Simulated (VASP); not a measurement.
VASP input:

### KPOINTS
```
Automatic mesh
0
Gamma
11 11 11
0 0 0
```

**POSCAR**
```
Pb
1
    0.0000000000     2.5231950000     2.5231950000
    2.5231950000     0.0000000000     2.5231950000
    2.5231950000     2.5231950000     0.0000000000
Pb
1
Direct
  0.0000000000   0.0000000000   0.0000000000
```

INCAR:
```
# general
SYSTEM =Pb
PREC   =Accurate
ENCUT  =300
LREAL  =.FALSE.
LASPH  =.TRUE.

# electronic loop
EDIFF  =1E-6
NELM   =100
ALGO   =Normal
LMAXMIX=4

# smearing
ISMEAR =-1
SIGMA  =0.05

# functional
GGA    =PE

# ions
IBRION =2
NSW    =50
ISIF   =3
EDIFFG =-0.01

# output
LWAVE  =.FALSE.
LCHARG =.FALSE.
```

POTCAR, in this order: Pb_d (PBE.64 set). Program: vasp_std.

### Question
Write an equivalent input for Ansatz.

### Answer
One equivalent input (not run):
Ansatz 0.2 input:
```yaml
crystal:
  lattice:
    - [0.0000000, 2.5231950, 2.5231950]
    - [2.5231950, 0.0000000, 2.5231950]
    - [2.5231950, 2.5231950, 0.0000000]
  atoms:
    - { symbol: Pb, position: [0.0000000, 0.0000000, 0.0000000] }
kpoints:
  mp_grid: { grid: [11, 11, 11] }
hamiltonian:
  xc: pbe
  pseudopotentials: { kind: paw }
scf:
  occupations: { method: fermi_dirac, width: 0.05 }
  max_iter: 100
relax:
  max_steps: 50
  f_tol: 0.01
  cell: {}
output: { forces: true, stress: true, eigenvalues: true }
```
What does not carry over: each code has its own PAW files, so the cut-off isn't converted (ENCUT is set for VASP's; basis.ecutwfc is left out, and Ansatz then takes the one that its files recommend); Ansatz stops its SCF on the density residual and VASP on the energy change (EDIFF).

The structure comes from a computed database's Pb entry; how it stands against other phases isn't given here. This run relaxes it. Symmetry was kept, so distortions that lower it aren't found. The run is one of a series of settings (EDIFFG = -0.01, IBRION = 2, ISIF = 3, NSW = 50 against the base run), some of them coarse on purpose.
